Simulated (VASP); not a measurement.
These are PBEsol GGA, VASP's PBE PAW potentials (set 64) (plane waves; VASP) values and carry that method's errors.

VASP input:

**INCAR**
```
! general
SYSTEM   =  Tb
PREC     =  Accurate
ENCUT    =  520
LREAL    =  .False.   ! projection in real space or not
LASPH    =  .True.   ! aspherical one-centre terms
ICHARG   =  11

! electronic loop
EDIFF    =  1E-7   ! SCF stop (eV)
NELM     =  100   ! most electronic steps
ALGO     =  Normal   ! blocked Davidson
LMAXMIX  =  6

! smearing
ISMEAR   =  0
SIGMA    =  0.05   ! width (eV)

! functional
GGA      =  PS

! output
LWAVE    =  .False.
LCHARG   =  .False.
LORBIT   =  11
```

File KPOINTS:
```
k-points along high-symmetry lines
10
Line-mode
Reciprocal
  0.000000   0.000000   0.000000 ! GAMMA
  0.000000   0.500000   0.000000 ! M

  0.000000   0.500000   0.000000 ! M
 -0.333333   0.666667   0.000000 ! K

 -0.333333   0.666667   0.000000 ! K
  0.000000   0.000000   0.000000 ! GAMMA

  0.000000   0.000000   0.000000 ! GAMMA
  0.000000   0.000000   0.500000 ! A

  0.000000   0.000000   0.500000 ! A
  0.000000   0.500000   0.500000 ! L

  0.000000   0.500000   0.500000 ! L
 -0.333333   0.666667   0.500000 ! H

 -0.333333   0.666667   0.500000 ! H
  0.000000   0.000000   0.500000 ! A

  0.000000   0.500000   0.500000 ! L
  0.000000   0.500000   0.000000 ! M

 -0.333333   0.666667   0.500000 ! H
 -0.333333   0.666667   0.000000 ! K
```

**POSCAR**
```
Tb
3.5602530
  0.5000000077  -0.8660252939   0.0000000000
  0.5000000077   0.8660252939   0.0000000000
  0.0000000000   0.0000000000   1.5631551132
Tb
2
Cartesian
  0.5000000077   0.2886756753   0.3907887783
  0.5000000077  -0.2886756753   1.1723663349
```

POTCAR, in this order: Tb_3 (PBE.64 set). Program: vasp_std. Read from the step before: CHGCAR.

Output of the run:

### OSZICAR
```
       N       E                     dE             d eps       ncg     rms          rms(c)
DAV:   1     0.428457518692E+02    0.42846E+02   -0.89762E+03  2340   0.124E+03
DAV:   2    -0.797572127747E+01   -0.50821E+02   -0.49434E+02  2455   0.260E+02
DAV:   3    -0.102759343928E+02   -0.23002E+01   -0.21505E+01  3181   0.320E+01
DAV:   4    -0.103305318588E+02   -0.54597E-01   -0.53845E-01  2739   0.465E+00
DAV:   5    -0.103319189781E+02   -0.13871E-02   -0.13864E-02  3211   0.609E-01
DAV:   6    -0.103319473123E+02   -0.28334E-04   -0.28332E-04  2891   0.778E-02
DAV:   7    -0.103319484069E+02   -0.10945E-05   -0.10946E-05  3218   0.123E-02
DAV:   8    -0.103319484471E+02   -0.40194E-07   -0.40502E-07  2470   0.218E-03
   1 F= -.10331948E+02 E0= -.10329969E+02  d E =-.395853E-02
```

**OUTCAR**
```
 val. band max:        3.4008066004   @ k =  -0.1481   0.5741   0.0000

 cond. band min:       3.4032741684   @ k =   0.0000   0.5000   0.4444



 k-point     1 :       0.0000    0.0000    0.0000
  band No.  band energies     occupation
      1     -19.5588      2.00000
      2     -18.8284      2.00000
      3     -18.8284      2.00000
      4     -18.6889      2.00000
      5     -18.6889      2.00000
      6     -18.6291      2.00000
      7      -1.6795      2.00000
      8       1.1131      2.00000
      9       4.9954      0.00000
     10       5.1019      0.00000
     11       5.1020      0.00000
     12       5.5101      0.00000
     13       5.8546      0.00000

 k-point     2 :       0.0000    0.0556    0.0000
  band No.  band energies     occupation
      1     -19.5504      2.00000
      2     -18.8461      2.00000
      3     -18.8345      2.00000
      4     -18.7078      2.00000
      5     -18.6910      2.00000
      6     -18.6332      2.00000
      7      -1.6000      2.00000
      8       1.1897      2.00000
      9       4.8728      0.00000
     10       4.8759      0.00000
     11       5.1770      0.00000
     12       5.6812      0.00000
     13       5.7672      0.00000

 k-point     3 :       0.0000    0.1111    0.0000
  band No.  band energies     occupation
      1     -19.5256      2.00000
      2     -18.8969      2.00000
      3     -18.8516      2.00000
      4     -18.7614      2.00000
      5     -18.6973      2.00000
      6     -18.6454      2.00000
      7      -1.3674      2.00000
      8       1.4079      2.00000
      9       4.4835      0.00000
     10       4.5387      0.00000
     11       5.4007      0.00000
     12       5.5166      0.00000
     13       5.9796      0.00000

 k-point     4 :       0.0000    0.1667    0.0000
  band No.  band energies     occupation
      1     -19.4859      2.00000
      2     -18.9749      2.00000
      3     -18.8771      2.00000
      4     -18.8412      2.00000
...
```

The 4f electrons are frozen in the core of the lanthanide potential, so 4f levels, which can set the real gap, and their magnetism are missing. The density is held fixed in this step, so its total energy and stress have no physical meaning.

The compound is Tb in the hcp structure. It was relaxed first.
